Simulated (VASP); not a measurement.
```
WSTe
1.0
    3.30834     0.00000     0.00000
   -1.65417     2.86511     0.00000
    0.00000     0.00000    22.39929
Te W S
2 2 2
Direct
  0.33333   0.66667   0.53410
  0.33333   0.66667   0.36485
  0.33333   0.66667   0.15230
  0.66667   0.33333   0.44953
  0.66667   0.33333   0.08484
  0.66667   0.33333   0.21999
```

The numbers are results of PBEsol GGA, VASP's PBE PAW potentials (set 64) (plane waves; VASP), not measurements. Numerical set-up: 400 eV cut-off, Gaussian smearing of 0.050 eV, potentials Te W_sv S.

The cell holds a wide vacuum, so values per volume refer to the whole cell.

Task: Give the energies of bands 17 to 30 at the high-symmetry points, in eV from the Fermi level.

Result: 
```tsv
band	Γ	M	K	A	L	H
17	-3.51	-5.52	-5.46	-3.51	-5.52	-5.46
18	-3.21	-4.79	-5.18	-3.21	-4.79	-5.18
19	-3.21	-3.95	-4.72	-3.21	-3.95	-4.72
20	-2.39	-3.05	-4.37	-2.39	-3.05	-4.37
21	-1.50	-2.91	-4.00	-1.50	-2.91	-4.00
22	-1.50	-2.49	-3.27	-1.50	-2.49	-3.27
23	-1.39	-2.33	-3.25	-1.39	-2.33	-3.25
24	-0.60	-2.10	-2.36	-0.60	-2.10	-2.36
25	-0.47	-1.33	-1.39	-0.47	-1.33	-1.39
26	-0.47	0.02	-0.20	-0.47	0.02	-0.20
27	1.33	1.04	-0.04	1.33	1.04	-0.04
28	1.33	1.45	1.33	1.33	1.45	1.33
29	1.66	1.83	1.78	1.66	1.83	1.78
30	1.66	2.47	2.36	1.66	2.47	2.36
```

It has no gap at this level: it comes out as a metal or semimetal.

The cell is a sheet with vacuum, built from a database entry that may be metastable or hypothetical.
